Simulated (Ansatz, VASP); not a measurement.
Cs3GeO in VASP and in Ansatz

```
Cs O Ge
1.0
     5.33767    0.00000    0.00000
     0.00000    5.33767    0.00000
     0.00000    0.00000    5.33767
Cs O Ge
3 1 1
Direct
  0.50000 0.00000 0.50000
  0.00000 0.50000 0.50000
  0.50000 0.50000 0.00000
  0.50000 0.50000 0.50000
  0.00000 0.00000 0.00000
```

The cell was built by a generator and needn't be a form met in nature.

Alike in both runs: task single point; functional PBE; k mesh 4 × 4 × 4; no spin polarisation.

|  | VASP | Ansatz |
| --- | --- | --- |
| version | VASP 6.6.1 | Ansatz 0.2.0 |
| potentials or method | VASP PAW PBE potentials, release 64 (Cs_sv, O, Ge_d) | PAW plane waves |
| plane-wave cutoff (eV) | 520 | 420 |
| occupations | fermi-dirac, width 0.1 eV | fermi-dirac |
| valence electrons in the cell | 47 | 47 |

|  | VASP | Ansatz | Ansatz less VASP |
| --- | --- | --- | --- |
| gap on the k mesh at the Fermi level (eV) | none | none | - |
| pressure (GPa) | 7.8 | 7.4 | -0.37 |

A gap of «none» marks a metal or a gap that the smearing closes.

Caveats: an odd number of electrons without spin polarisation forces a metal; a magnetic or distorted state may lie lower. The runs have no spin-orbit coupling, so splittings on Cs are missing.
